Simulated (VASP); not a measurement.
Consider the following.

```
CELL_PARAMETERS angstrom
     -3.18459     3.18459     3.18459
      3.18459    -3.18459     3.18459
      3.18459     3.18459    -3.18459
ATOMIC_POSITIONS crystal
  Cs 0.00000 0.00000 0.00000
```

Calculation: revPBE GGA, VASP's PBE PAW potentials (set 64) (plane waves; VASP 6.6.1). Numerical set-up: 520 eV cut-off, Gaussian smearing of 0.050 eV, potentials Cs_sv.

Problem. Give the energies of bands 5 to 7 at the high-symmetry points, in eV from the Fermi level.

Solution. 
| band | Γ | H | N | P |
|---|---|---|---|---|
| 5 | -1.57 | 0.71 | 0.07 | 0.93 |
| 6 | 2.44 | 0.71 | 0.72 | 0.93 |
| 7 | 2.44 | 2.72 | 1.65 | 0.93 |

It has no gap at this level: it comes out as a metal or semimetal.

The compound is Cs in the bcc structure. It was relaxed first, which changed the volume by +14 %.
